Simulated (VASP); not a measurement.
Here is the system:

```yaml
crystal:
  lattice:
    - [-3.25803, 3.25803, 2.62054]
    - [3.25803, -3.25803, 2.62054]
    - [3.25803, 3.25803, -2.62054]
  atoms:
    - { symbol: Hf, position: [0.34424, 0.15576, 0.50000] }
    - { symbol: Hf, position: [0.65576, 0.84424, 0.50000] }
    - { symbol: Hf, position: [0.15576, 0.65576, 0.81152] }
    - { symbol: Hf, position: [0.84424, 0.34424, 0.18848] }
    - { symbol: Ge, position: [0.25000, 0.25000, 0.00000] }
    - { symbol: Ge, position: [0.75000, 0.75000, 0.00000] }
```

Computed with PBEsol GGA, VASP's PBE PAW potentials (set 64) (plane waves; VASP). Numerical set-up: 300 eV cut-off, 5×5×5 Γ-centred mesh, Gaussian smearing of 0.10 eV, potentials Hf_pv Ge_d.

Give the energies of bands 26 to 39 at the high-symmetry points, in eV from the Fermi level.

```json
[
 {"band": "26", "Γ": "-3.68", "X": "-4.98", "M": "-5.16", "Z": "-5.06", "P": "-4.62", "N": "-4.06"},
 {"band": "27", "Γ": "-3.33", "X": "-2.52", "M": "-5.16", "Z": "-4.22", "P": "-2.42", "N": "-3.26"},
 {"band": "28", "Γ": "-3.33", "X": "-2.34", "M": "-2.31", "Z": "-2.39", "P": "-2.42", "N": "-3.26"},
 {"band": "29", "Γ": "-1.62", "X": "-2.31", "M": "-2.18", "Z": "-2.14", "P": "-1.30", "N": "-1.09"},
 {"band": "30", "Γ": "-1.62", "X": "-2.09", "M": "-2.18", "Z": "-2.14", "P": "-1.30", "N": "-1.09"},
 {"band": "31", "Γ": "-1.25", "X": "-1.39", "M": "-0.93", "Z": "-1.02", "P": "-0.76", "N": "-0.77"},
 {"band": "32", "Γ": "-1.25", "X": "-1.27", "M": "-0.48", "Z": "-0.23", "P": "-0.76", "N": "-0.77"},
 {"band": "33", "Γ": "-1.08", "X": "-0.77", "M": "0.07", "Z": "-0.15", "P": "-0.64", "N": "-0.54"},
 {"band": "34", "Γ": "-0.87", "X": "-0.37", "M": "0.34", "Z": "0.56", "P": "-0.64", "N": "-0.54"},
 {"band": "35", "Γ": "1.93", "X": "1.31", "M": "0.41", "Z": "0.56", "P": "0.19", "N": "0.18"},
 {"band": "36", "Γ": "1.97", "X": "1.54", "M": "0.41", "Z": "0.93", "P": "0.19", "N": "0.18"},
 {"band": "37", "Γ": "2.11", "X": "1.77", "M": "1.62", "Z": "1.08", "P": "2.13", "N": "2.02"},
 {"band": "38", "Γ": "2.54", "X": "2.50", "M": "1.63", "Z": "1.55", "P": "2.13", "N": "2.02"},
 {"band": "39", "Γ": "2.54", "X": "2.77", "M": "1.93", "Z": "1.55", "P": "3.36", "N": "3.26"}
]
```

It has no gap at this level: it comes out as a metal or semimetal.

The structure comes from a computed database's Hf2Ge entry (I4/mcm); how it stands against other phases isn't given here. The cell was not relaxed at this level. The k-mesh is coarse (spacing up to 0.31 per Å, 2π included), so the numbers may not be converged in it.
